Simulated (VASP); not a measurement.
Output of a VASP run:

### OSZICAR
```
       N       E                     dE             d eps       ncg     rms          rms(c)
DAV:   1     0.321855513844E+03    0.32186E+03   -0.16799E+04  5634   0.159E+03
DAV:   2    -0.479722675475E+01   -0.32665E+03   -0.32371E+03  6228   0.451E+02
DAV:   3    -0.133034696373E+02   -0.85062E+01   -0.83622E+01  6796   0.827E+01
DAV:   4    -0.133938252253E+02   -0.90356E-01   -0.89670E-01  6361   0.832E+00
DAV:   5    -0.133946035458E+02   -0.77832E-03   -0.76907E-03  6341   0.752E-01    0.190E+01
DAV:   6    -0.123618962798E+02    0.10327E+01   -0.28253E+00  5967   0.163E+01    0.538E+00
DAV:   7    -0.122756149322E+02    0.86281E-01   -0.38110E-01  6410   0.556E+00    0.822E-01
DAV:   8    -0.122724688264E+02    0.31461E-02   -0.11934E-02  5745   0.112E+00    0.722E-02
DAV:   9    -0.122727837244E+02   -0.31490E-03   -0.27700E-04  6543   0.166E-01    0.429E-02
DAV:  10    -0.122727757772E+02    0.79471E-05   -0.71932E-05  5699   0.102E-01    0.452E-03
DAV:  11    -0.122727781595E+02   -0.23823E-05   -0.49878E-07  6013   0.649E-03    0.144E-03
DAV:  12    -0.122727789722E+02   -0.81262E-06   -0.80784E-08  2950   0.293E-03    0.579E-04
DAV:  13    -0.122727790081E+02   -0.35923E-07   -0.11969E-08  2849   0.133E-03
   1 F= -.12272779E+02 E0= -.12272779E+02  d E =0.000000E+00
```

File OUTCAR:
```
------------------------ aborting loop because EDIFF is reached ----------------------------------------
  FORCE on cell =-STRESS in cart. coord.  units (eV):
  Direction    XX          YY          ZZ          XY          YZ          ZX
  --------------------------------------------------------------------------------------
  Total        0.0448182      0.0448182     -0.1206708      0.0000000      0.0000000      0.0000000
  in kB        2.3257508      2.3257516     -6.2619748      0.0000000      0.0000000      0.0000000
  external PRESSURE =      -0.5368241 kB  Pullay stress =       0.0000000 kB
  volume of cell :       30.87
      direct lattice vectors                 reciprocal lattice vectors
     1.406227697 -2.435658243  0.000000000     0.355561195 -0.205283316  0.000000000
     1.406227697  2.435658243  0.000000000     0.355561195  0.205283316  0.000000000
     0.000000000  0.000000000  4.507123052     0.000000000  0.000000000  0.221871022
 POSITION                                       TOTAL-FORCE (eV/Angst)
 -----------------------------------------------------------------------------------
      1.40623      0.81189      1.12678         0.000000      0.000000      0.000000
      1.40623     -0.81189      3.38034        -0.000000     -0.000000      0.000000
 -----------------------------------------------------------------------------------
    total drift:                               -0.000000      0.000656     -0.000044
  FREE ENERGIE OF THE ION-ELECTRON SYSTEM (eV)
  ---------------------------------------------------
  free  energy   TOTEN  =       -12.2727790081 eV

  energy  without entropy=      -12.2727790081  energy(sigma->0) =      -12.27277901

 total charge

# of ion       s       p       d       tot
------------------------------------------
    1        0.443   6.418   5.071  11.932
    2        0.443   6.418   5.071  11.932
--------------------------------------------------
tot          0.886  12.835  10.143  23.864
```
(Selected blocks of OUTCAR.)

**POSCAR**
```
Tc
1
    1.4062276966    -2.4356582425     0.0000000000
    1.4062276966     2.4356582425    -0.0000000000
   -0.0000000000    -0.0000000000     4.5071230524
Tc
2
Direct
  0.3333330000   0.6666670000   0.2500000000
  0.6666670000   0.3333330000   0.7500000000
```

Task: Write an INCAR and KPOINTS that could have produced this output.

Result: This is not unique; one that fits is the input of the run itself, vdW-DF2, plane waves, VASP's PBE PAW potentials (set 64).

### KPOINTS
```
Automatic mesh
0
Gamma
17 17 9
0 0 0
```

**INCAR**
```
! general
SYSTEM   = Tc
PREC     = Accurate
ENCUT    = 520
LREAL    = .False.
LASPH    = .True.

! electronic loop
EDIFF    = 1E-7
NELM     = 100
ALGO     = Normal
LMAXMIX  = 4

! smearing
ISMEAR   = -5

! functional
GGA      = ML
LUSE_VDW = .True.
AGGAC    = 0.0
ZAB_VDW  = -1.8867

! ions
ISIF     = 2

! output
LWAVE    = .False.
LCHARG   = .True.
LORBIT   = 11
NEDOS    = 601
```

POTCAR, in this order: Tc_pv (PBE.64 set). Program: vasp_std.

For a metal the tetrahedron method with Blöchl corrections gives inexact stress and forces.

The compound is Tc in the hcp structure. It was relaxed first, which changed the volume by +8 %.
